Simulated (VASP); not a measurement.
Level of theory: LDA (Ceperley-Alder, Perdew-Zunger), VASP's LDA PAW potentials (set 64) (plane waves; VASP).

A VASP calculation is set up with these files.

File POSCAR:
```
Sr4P2O
16.2673020
 -0.1504890608   0.1504890608   0.5000000000
  0.1504890608  -0.1504890608   0.5000000000
  0.1504890608   0.1504890608  -0.5000000000
Sr P O
4 2 1
Direct
  0.6870030000   0.6890650000   0.0203080000
  0.3333080000   0.3302960000   0.0137200000
  0.4862380000   0.0025400000   0.4906310000
  0.0004700000   0.4792980000   0.4870260000
  0.8641240000   0.8675810000  -0.0023250000
  0.1313850000   0.1379050000  -0.0059070000
  0.4974720000   0.4933150000  -0.0034540000
```

INCAR:
```
ALGO = Normal
EDIFF = 1E-6
ENCUT = 400
ISIF = 2
ISMEAR = -1
LASPH = .True.
LCHARG = .False.
LMAXMIX = 4
LREAL = .False.
LWAVE = .False.
NELM = 100
PREC = Accurate
SIGMA = 0.01
SYSTEM = Sr4P2O
```

KPOINTS:
```
Automatic mesh
0
Gamma
5 5 5
0 0 0
```

POTCAR, in this order: Sr_sv P O (LDA.64 set). Program: vasp_std.

Output

File OUTCAR:
```
 ion  position               nearest neighbor table
   1  0.687  0.689  0.020-   7 2.94   5 3.08   6 3.43   6 3.51   6 3.54   6 3.61   3 3.78   4 3.82
                             3 3.83   4 3.85   2 4.19   2 4.19   2 4.22   2 4.23
   2  0.333  0.330  0.014-   7 2.80   6 3.05   5 3.47   5 3.51   5 3.55   5 3.58   4 3.70   4 3.73
                             3 3.74   3 3.75   1 4.19   1 4.19   1 4.22   1 4.23
   3  0.486  0.003  0.491-   7 2.41   7 2.48   5 3.22   5 3.29   6 3.30   4 3.33   6 3.35   4 3.45
                             4 3.48   4 3.59   2 3.74   2 3.75   1 3.78   1 3.83
   4  0.000  0.479  0.487-   7 2.43   7 2.47   5 3.16   5 3.29   6 3.30   3 3.33   6 3.42   3 3.45
                             3 3.48   3 3.59   2 3.70   2 3.73   1 3.82   1 3.85
   5  0.864  0.868  0.998-   1 3.08   4 3.16   3 3.22   3 3.29   4 3.29   2 3.47   2 3.51   2 3.55
                             2 3.58
   6  0.131  0.138  0.994-   2 3.05   4 3.30   3 3.30   3 3.35   4 3.42   1 3.43   1 3.51   1 3.54
                             1 3.61
   7  0.497  0.493  0.997-   3 2.41   4 2.43   4 2.47   3 2.48   2 2.80   1 2.94
  LATTYP: Found a body centered tetragonal cell.
 ALAT       =     4.8961020000
 C/A-ratio  =     3.3225006342
 Subroutine PRICEL returns:
 Original cell was already a primitive cell.
 Subroutine GETGRP returns: Found  1 space group operations
The static configuration has the point symmetry C_1 .
The dynamic configuration has the point symmetry C_1 .
 Subroutine INISYM returns: Found  1 space group operations
 Subroutine IBZKPT returns following result:
 Found     63 irreducible k-points:

 Following reciprocal coordinates:
            Coordinates               Weight
  0.000000  0.000000  0.000000      1.000000
  0.200000  0.000000 -0.000000      2.000000
  0.000000  0.200000 -0.000000      2.000000
  0.000000  0.200000 -0.200000      2.000000
  0.200000  0.000000 -0.200000      2.000000
  0.400000  0.000000  0.000000      2.000000
  0.000000  0.400000  0.000000      2.000000
  0.000000  0.400000 -0.400000      2.000000
  0.400000  0.000000 -0.400000      2.000000
  0.200000  0.200000 -0.000000      2.000000
  0.000000  0.400000 -0.200000      2.000000
  0.200000  0.200000 -0.400000      2.000000
...
```

**OSZICAR**
```
       N       E                     dE             d eps       ncg     rms          rms(c)
DAV:   1     0.337076924820E+03    0.33708E+03   -0.23796E+04  4158   0.125E+03
DAV:   2    -0.765548200141E+01   -0.34473E+03   -0.33990E+03  5007   0.311E+02
DAV:   3    -0.392239384187E+02   -0.31568E+02   -0.31406E+02  6171   0.795E+01
DAV:   4    -0.407082277401E+02   -0.14843E+01   -0.14824E+01  6452   0.164E+01
DAV:   5    -0.407684717916E+02   -0.60244E-01   -0.60238E-01  5873   0.249E+00    0.322E+01
DAV:   6    -0.367479449511E+02    0.40205E+01   -0.21430E+01  5016   0.148E+01    0.295E+01
DAV:   7    -0.365331191384E+02    0.21483E+00   -0.21690E+00  5308   0.647E+00    0.151E+01
DAV:   8    -0.364303742329E+02    0.10274E+00   -0.43403E-01  5980   0.346E+00    0.190E+00
DAV:   9    -0.364309295145E+02   -0.55528E-03   -0.74164E-02  6017   0.116E+00    0.782E-01
DAV:  10    -0.364311055509E+02   -0.17604E-03   -0.17702E-02  5292   0.527E-01    0.213E-01
DAV:  11    -0.364307896613E+02    0.31589E-03   -0.26723E-03  5403   0.212E-01    0.640E-02
DAV:  12    -0.364308277699E+02   -0.38109E-04   -0.35646E-04  5836   0.678E-02    0.290E-02
DAV:  13    -0.364308301175E+02   -0.23476E-05   -0.58779E-05  6114   0.306E-02    0.184E-02
DAV:  14    -0.364308291731E+02    0.94433E-06   -0.21970E-05  4828   0.180E-02    0.445E-03
DAV:  15    -0.364308291408E+02    0.32350E-07   -0.19260E-06  4204   0.599E-03
   1 F= -.36430829E+02 E0= -.36430829E+02  d E =-.214080E-11
```

### OUTCAR
```
------------------------ aborting loop because EDIFF is reached ----------------------------------------
  FORCE on cell =-STRESS in cart. coord.  units (eV):
  Direction    XX          YY          ZZ          XY          YZ          ZX
  --------------------------------------------------------------------------------------
  Total       -6.8718661     -6.9325047     -6.7578225     -0.0306389      0.0857893      0.0846588
  in kB      -56.4675339    -56.9658141    -55.5304146     -0.2517660      0.7049486      0.6956586
  external PRESSURE =     -56.3212542 kB  Pullay stress =       0.0000000 kB
  volume of cell :      194.98
      direct lattice vectors                 reciprocal lattice vectors
    -2.448051000  2.448051000  8.133651000     0.000000000  0.204244111  0.061473009
     2.448051000 -2.448051000  8.133651000     0.204244111  0.000000000  0.061473009
     2.448051000  2.448051000 -8.133651000     0.204244111  0.204244111  0.000000000
 POSITION                                       TOTAL-FORCE (eV/Angst)
 -----------------------------------------------------------------------------------
      0.05476      0.04467     11.02728        -0.023239      0.019804     -0.164876
      0.02621      0.04096      5.28593         0.027210      0.012783      0.086649
      0.01697      2.38521     -0.01507        -0.383989      0.228816      0.166400
      2.36446      0.02007     -0.05903         0.285478     -0.306910      0.236219
      2.45082      2.43390      5.97034        -0.042720     -0.009483     -0.037152
      2.44955      2.41763     -5.89529        -0.020445      0.016173     -0.198875
      2.42942      2.44977     -0.04684         0.157705      0.038817     -0.088365
 -----------------------------------------------------------------------------------
    total drift:                               -0.000041      0.000033      0.000270
  FREE ENERGIE OF THE ION-ELECTRON SYSTEM (eV)
  ---------------------------------------------------
  free  energy   TOTEN  =       -36.4308291408 eV

  energy  without entropy=      -36.4308291408  energy(sigma->0) =      -36.43082914
```
(Selected blocks of OUTCAR.)

**OUTCAR**
```
 val. band max:        2.2132752073   @ k =   0.0000   0.0000   0.0000

 cond. band min:       3.4150337187   @ k =  -0.4000  -0.4000   0.4000


 Fermi energy:         2.4298900035

 k-point     1 :       0.0000    0.0000    0.0000
  band No.  band energies     occupation
      1     -32.7896      2.00000
      2     -32.7556      2.00000
      3     -31.9926      2.00000
      4     -31.8381      2.00000
      5     -15.1470      2.00000
      6     -14.9140      2.00000
      7     -14.9049      2.00000
      8     -14.9033      2.00000
      9     -14.8615      2.00000
     10     -14.8600      2.00000
     11     -14.5272      2.00000
     12     -14.4879      2.00000
     13     -14.2799      2.00000
     14     -14.1921      2.00000
     15     -14.0328      2.00000
     16     -13.8091      2.00000
     17     -13.7893      2.00000
     18      -6.1128      2.00000
     19      -5.6309      2.00000
     20      -0.6595      2.00000
     21       0.1161      2.00000
     22       0.2718      2.00000
     23       0.2847      2.00000
     24       1.5976      2.00000
     25       1.5998      2.00000
     26       2.1884      2.00000
     27       2.1952      2.00000
     28       2.2133      2.00000
     29       3.6207      0.00000
     30       3.8276      0.00000
     31       4.2772      0.00000
     32       4.3801      0.00000
     33       4.6844      0.00000

 k-point     2 :       0.2000    0.0000   -0.0000
  band No.  band energies     occupation
      1     -32.7888      2.00000
      2     -32.7556      2.00000
      3     -31.9780      2.00000
      4     -31.8518      2.00000
      5     -15.4280      2.00000
      6     -14.9537      2.00000
      7     -14.8994      2.00000
      8     -14.8755      2.00000
      9     -14.8578      2.00000
     10     -14.8550      2.00000
     11     -14.6921      2.00000
     12     -14.4467      2.00000
     13     -14.1909      2.00000
     14     -14.1754      2.00000
     15     -14.0482      2.00000
...
```

At this cut-off the stress carries a Pulay error, which pulls relaxed volumes low.

The structure comes from a computed database's Sr4P2O entry; how it stands against other phases isn't given here. The cell was not relaxed at this level, atoms are displaced from their ideal sites.
